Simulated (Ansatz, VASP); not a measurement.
## One calculation of VB4Os, two programs

```
Os V B
1.0
     2.87749    0.00000    0.00000
    -1.43874    2.49198    0.00000
     0.00000    0.00000    7.45371
Os V B
1 1 4
Direct
  0.33333 0.66667 0.50000
  0.00000 0.00000 0.00000
  0.00000 0.00000 0.29052
  0.33333 0.66667 0.20308
  0.33333 0.66667 0.79692
  0.00000 0.00000 0.70948
```

The cell comes from a database or a generator and needn't be the stable form of this composition.

Alike in both runs: task single point; functional PBE; k mesh 11 × 11 × 4; occupations gaussian, width 0.1 eV; collinear spin, ferromagnetic start.

|  | VASP | Ansatz |
| --- | --- | --- |
| version | VASP 6.6.1 | Ansatz 0.2.0 |
| potentials or method | VASP PAW PBE potentials, release 64 (Os_pv, V_sv, B) | Ansatz PAW |
| plane-wave cutoff (eV) | 520 | 420 |
| valence electrons in the cell | 39 | 41 |

Ansatz gave:

| Item | Value |
| --- | --- |
| gap on the k mesh at the Fermi level (eV) | none |
| pressure (GPa) | -0.8 |
| largest component of the traceless stress (GPa) | 0.20 |
| rms of the force components (eV/Å) | 0.027 |
| net moment per atom (μB) | 0.00 |

Task: What did VASP give for the same quantities?

Result: gap on the k mesh at the Fermi level (eV): none; pressure (GPa): -0.1; largest component of the traceless stress (GPa): 0.13; rms of the force components (eV/Å): 0.021; net moment per atom (μB): 0.00.

Atom by atom the forces differ by 0.010 eV/Å (rms over components). A gap of «none» marks a metal or a gap that the smearing closes. The two sets of potentials don't hold the same shells in valence.

Caveats: the starting moments weren't kept (Ansatz). Spin-orbit coupling is left out, which matters for the levels of Os.
